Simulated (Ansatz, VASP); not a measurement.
**BiO4: VASP beside Ansatz**

Contents of INCAR:

```
SYSTEM = BiO4
ALGO     = Normal         ! electronic algorithm
EDIFF    = 1E-6           ! SCF threshold, eV
EDIFFG   = -0.04          ! ionic threshold
ENCUT    = 600            ! plane-wave cutoff, eV
GGA      = PE             ! functional
IBRION   = 2              ! ionic algorithm
ISIF     = 3              ! what is computed and relaxed
ISMEAR   = 0              ! smearing method
LASPH    = .TRUE.         ! aspherical terms in the spheres
LCHARG   = .FALSE.        ! write CHGCAR
LREAL    = .FALSE.        ! projectors in reciprocal space
LWAVE    = .FALSE.        ! write WAVECAR
NELM     = 80             ! most SCF steps
NSW      = 90             ! ionic steps
PREC     = Accurate       ! precision mode
SIGMA    = 0.1            ! smearing width, eV
```

The input KPOINTS:

```
k-points
0
G
  6 6 6
  0 0 0
```

POSCAR

```
BiO4
1.0
   -2.5562738854      2.5562738854      2.5562738854
    2.5562738854     -2.5562738854      2.5562738854
    2.5562738854      2.5562738854     -2.5562738854
Bi O
1 4
Direct
    0.0000000000      0.0000000000      0.0000000000
    0.5000000000      0.5000000000      0.5000000000
    0.5000000000      0.0000000000      0.0000000000
    0.0000000000      0.0000000000      0.5000000000
    0.0000000000      0.5000000000      0.0000000000
```

Input for Ansatz:

```yaml
crystal:
  lattice:
    - [-2.5562738854, 2.5562738854, 2.5562738854]
    - [2.5562738854, -2.5562738854, 2.5562738854]
    - [2.5562738854, 2.5562738854, -2.5562738854]
  atoms:
    - { symbol: Bi, position: [0.0, 0.0, 0.0] }
    - { symbol: O, position: [0.5, 0.5, 0.5] }
    - { symbol: O, position: [0.5, 0.0, 0.0] }
    - { symbol: O, position: [0.0, 0.0, 0.5] }
    - { symbol: O, position: [0.0, 0.5, 0.0] }
basis:
  ecutwfc: 420
kpoints:
  mp_grid: { grid: [6, 6, 6] }
hamiltonian:
  xc: pbe
scf:
  occupations: { method: gaussian, width: 0.1 }
  lower_state_search: "off"
output:
  forces: true
  stress: true
  eigenvalues: true
relax:
  adjacent_minimum: "off"
  f_tol: 0.04
  max_steps: 70
  cell: { stress_tol: 0.4 }
```

Change from the starting cell: species swapped into the GeF4 type (I-43m, No. 217).

Alike in both runs: task relaxation of cell and atoms; functional PBE; k mesh 6 × 6 × 6; occupations gaussian, width 0.1 eV; no spin polarisation.

|  | VASP | Ansatz |
| --- | --- | --- |
| version | VASP 6.6.1 | Ansatz 0.2.0 |
| potentials or method | VASP PAW PBE potentials, release 64 (Bi_d, O) | scalar-relativistic, plane waves, PAW |
| plane-wave cutoff (eV) | 600 | 420 |
| valence electrons in the cell | 39 | 39 |

```csv
,VASP,Ansatz,Ansatz less VASP
"gap on the k mesh at the Fermi level, each at its own relaxed structure (eV)",none,none,-
relaxed volume (Å³/atom),13.21,13.24,+0.027
relaxed cell length with the largest relative difference (Å),4.411,4.414,+0.0030
```

A gap of «none» marks a metal or a gap that the smearing closes.

Caveats: spin-orbit coupling is left out, which moves the levels of the heavy elements; an odd number of electrons without spin polarisation forces a metal; a magnetic or distorted state may lie lower.
